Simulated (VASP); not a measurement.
Given:

```
MgI2
1.0
    2.10414    -3.64448     0.00000
    2.10414     3.64448     0.00000
    0.00000     0.00000     7.55703
Mg I
1 2
Cartesian
  0.00000   0.00000   0.00000
  2.10414   1.21483   1.66980
  2.10414  -1.21483   5.88722
```

These are PBE GGA, VASP's PBE PAW potentials (set 64) (plane waves; VASP) values and carry that method's errors. Run with 480 eV cut-off, 6×6×4 Γ-centred mesh, Gaussian smearing of 0.050 eV, potentials Mg I.

Energy and stress use the plane-wave basis of the starting cell. Without a dispersion term in the relaxation, distances and binding between the weakly bound layers, chains or molecules are unreliable, and so is what depends on them.

Task: The ions, cell shape and volume at an external pressure of 2.0 GPa are relaxed. Predict the relaxed structure.

Result: 
```
MgI2
1.0
    2.05442    -3.55836     0.00000
    2.05442     3.55836     0.00000
    0.00000     0.00000     6.72249
Mg I
1 2
Direct
  0.00000   0.00000   0.00000
  0.33333   0.66667   0.24877
  0.66667   0.33333   0.75123
```
Space group P-3m1 (164), at a tolerance of 0.03 Å.

Task: How do energy and volume change from the first to the last step?

Result: The energy (σ→0) changes by +27.8 meV/atom and the volume by -15.2 %, in 16 ionic steps.

```json
[
 {"step": "1", "E(σ→0) (eV)": "-7.7375", "max force (eV/Å)": "0.005", "pressure (GPa)": "0.01", "volume (Å³)": "115.90"},
 {"step": "2", "E(σ→0) (eV)": "-7.6889", "max force (eV/Å)": "0.370", "pressure (GPa)": "2.09", "volume (Å³)": "108.03"},
 {"step": "3", "E(σ→0) (eV)": "-7.6929", "max force (eV/Å)": "0.354", "pressure (GPa)": "2.00", "volume (Å³)": "108.35"},
 {"step": "4", "E(σ→0) (eV)": "-7.6928", "max force (eV/Å)": "0.311", "pressure (GPa)": "2.00", "volume (Å³)": "107.42"},
 {"step": "5", "E(σ→0) (eV)": "-7.6847", "max force (eV/Å)": "0.184", "pressure (GPa)": "2.03", "volume (Å³)": "104.68"},
 {"step": "6", "E(σ→0) (eV)": "-7.6317", "max force (eV/Å)": "0.077", "pressure (GPa)": "2.24", "volume (Å³)": "99.34"},
 {"step": "7", "E(σ→0) (eV)": "-7.6512", "max force (eV/Å)": "0.002", "pressure (GPa)": "2.17", "volume (Å³)": "100.77"},
 {"step": "8", "E(σ→0) (eV)": "-7.6572", "max force (eV/Å)": "0.022", "pressure (GPa)": "2.04", "volume (Å³)": "100.25"},
 {"step": "9", "E(σ→0) (eV)": "-7.6578", "max force (eV/Å)": "0.086", "pressure (GPa)": "1.80", "volume (Å³)": "98.83"},
 {"step": "10", "E(σ→0) (eV)": "-7.6533", "max force (eV/Å)": "0.110", "pressure (GPa)": "1.76", "volume (Å³)": "98.39"},
 {"step": "11", "E(σ→0) (eV)": "-7.6435", "max force (eV/Å)": "0.017", "pressure (GPa)": "2.20", "volume (Å³)": "97.48"},
 {"step": "12", "E(σ→0) (eV)": "-7.6452", "max force (eV/Å)": "0.030", "pressure (GPa)": "2.13", "volume (Å³)": "97.61"},
 {"step": "13", "E(σ→0) (eV)": "-7.6496", "max force (eV/Å)": "0.021", "pressure (GPa)": "2.05", "volume (Å³)": "97.93"},
 {"step": "14", "E(σ→0) (eV)": "-7.6524", "max force (eV/Å)": "0.014", "pressure (GPa)": "2.00", "volume (Å³)": "98.15"},
 {"step": "15", "E(σ→0) (eV)": "-7.6529", "max force (eV/Å)": "0.010", "pressure (GPa)": "2.01", "volume (Å³)": "98.18"},
 {"step": "16", "E(σ→0) (eV)": "-7.6543", "max force (eV/Å)": "0.001", "pressure (GPa)": "2.02", "volume (Å³)": "98.29"}
]
```

The compound is MgI2 in the 1T layered structure. This run relaxes it under an external pressure of 2 GPa. Symmetry was kept, so distortions that lower it aren't found.
